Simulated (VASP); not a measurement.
Consider the following.

```
CELL_PARAMETERS angstrom
      5.24610     0.00000     0.00000
      0.00000     5.96022     0.00000
      0.00000     0.00000     2.87388
ATOMIC_POSITIONS crystal
  Fe 0.00479 0.99521 0.00285
  Fe 0.48401 0.49974 0.49724
  As 0.18626 0.36282 0.98356
  As 0.82684 0.63988 0.00411
  As 0.67441 0.14630 0.49333
  As 0.32370 0.85606 0.51892
```

Level of theory: LDA (Ceperley-Alder, Perdew-Zunger), VASP's LDA PAW potentials (set 64) (plane waves; VASP). Run with 300 eV cut-off, 3×3×5 Γ-centred mesh, Fermi-Dirac smearing of 0.010 eV, potentials Fe As.

At this cut-off the stress carries a Pulay error, which pulls relaxed volumes low. Energy and stress use the plane-wave basis of the starting cell.

Question: The ions, cell shape and volume are relaxed. Predict the relaxed structure.

Answer: 
```
CELL_PARAMETERS angstrom
      5.20124    -0.00025     0.00019
     -0.00027     5.86239    -0.00012
      0.00003    -0.00006     2.83320
ATOMIC_POSITIONS crystal
  Fe 0.00005 0.00001 0.00006
  Fe 0.50002 0.49996 0.49993
  As 0.17972 0.36017 0.99985
  As 0.82022 0.63990 0.99990
  As 0.67974 0.13983 0.50017
  As 0.32025 0.86013 0.50009
```
Space group Pnnm (58), at a tolerance of 0.03 Å.

Question: How do energy and volume change from the first to the last step?

Answer: The energy (σ→0) changes by -38.5 meV/atom and the volume by -3.9 %, in 14 ionic steps.

The structure comes from a computed database's FeAs2 entry; how it stands against other phases isn't given here. In the starting cell atoms are displaced from their ideal sites. This run relaxes it. The k-mesh is coarse (spacing up to 0.44 per Å, 2π included), so the numbers may not be converged in it. The run is one of a series of settings (EDIFFG = -0.01, IBRION = 2, ISIF = 3, NSW = 50 against the base run), some of them coarse on purpose. The run is not spin-polarised, so no magnetic state was tried.
